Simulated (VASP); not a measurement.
OSZICAR of a VASP run on CoGa (CsCl type):

File OSZICAR:
```
       N       E                     dE             d eps       ncg     rms          rms(c)
DAV:   1     0.161289303630E+03    0.16129E+03   -0.15660E+04  3718   0.395E+03
DAV:   2     0.318196901506E+02   -0.12947E+03   -0.12635E+03  3887   0.522E+02
DAV:   3     0.203965439257E+02   -0.11423E+02   -0.11381E+02  4811   0.160E+02
DAV:   4     0.201197811098E+02   -0.27676E+00   -0.27665E+00  4928   0.278E+01
DAV:   5     0.201043894925E+02   -0.15392E-01   -0.15391E-01  6105   0.529E+00    0.705E+00
DAV:   6    -0.594815100523E+01   -0.26053E+02   -0.77083E+01  4075   0.925E+01    0.179E+01
DAV:   7    -0.389090812660E+01    0.20572E+01   -0.29553E+00  4367   0.227E+01    0.124E+01
DAV:   8    -0.227148922427E+01    0.16194E+01   -0.34113E+00  4140   0.244E+01    0.576E+00
DAV:   9    -0.190906665952E+01    0.36242E+00   -0.45550E+00  3848   0.354E+01    0.266E+00
DAV:  10    -0.185339015991E+01    0.55676E-01   -0.19649E-01  4156   0.872E+00    0.177E+00
DAV:  11    -0.184715136136E+01    0.62388E-02   -0.94987E-03  4739   0.150E+00    0.143E+00
DAV:  12    -0.181446307302E+01    0.32688E-01   -0.12247E-01  3752   0.526E+00    0.325E-01
DAV:  13    -0.181576268310E+01   -0.12996E-02   -0.22940E-03  3884   0.652E-01    0.232E-01
DAV:  14    -0.181456323679E+01    0.11994E-02   -0.16930E-03  4904   0.688E-01    0.109E-01
DAV:  15    -0.181523247021E+01   -0.66923E-03   -0.27095E-04  4381   0.227E-01    0.104E-02
DAV:  16    -0.181525250895E+01   -0.20039E-04   -0.24784E-05  4928   0.697E-02    0.247E-02
DAV:  17    -0.181524549104E+01    0.70179E-05   -0.13217E-05  4202   0.549E-02    0.850E-03
DAV:  18    -0.181524351933E+01    0.19717E-05   -0.23968E-06  5453   0.202E-02    0.736E-04
DAV:  19    -0.181524377789E+01   -0.25856E-06   -0.72441E-08  2242   0.387E-03    0.554E-04
DAV:  20    -0.181524374521E+01    0.32680E-07   -0.17955E-08  2003   0.233E-03
   1 F= -.18152437E+01 E0= -.18152437E+01  d E =0.000000E+00
       N       E                     dE             ncg
```

Task: Which electronic solver shows in the log?

Result: It is blocked Davidson (ALGO = Normal, or the opening steps of other solvers). The INCAR had ALGO = Normal.

Task: How was spin treated?

Result: Without spin polarisation: there is no mag entry.

Task: Can the final energy be trusted as converged?

Result: The run converged. It stopped with EDIFF = 1E-7, NELM = 100 (revTPSS meta-GGA, plane waves, VASP's PBE PAW potentials (set 64)).

The compound is CoGa in the CsCl type structure. It was relaxed first. The run is not spin-polarised, so no magnetic state was tried.
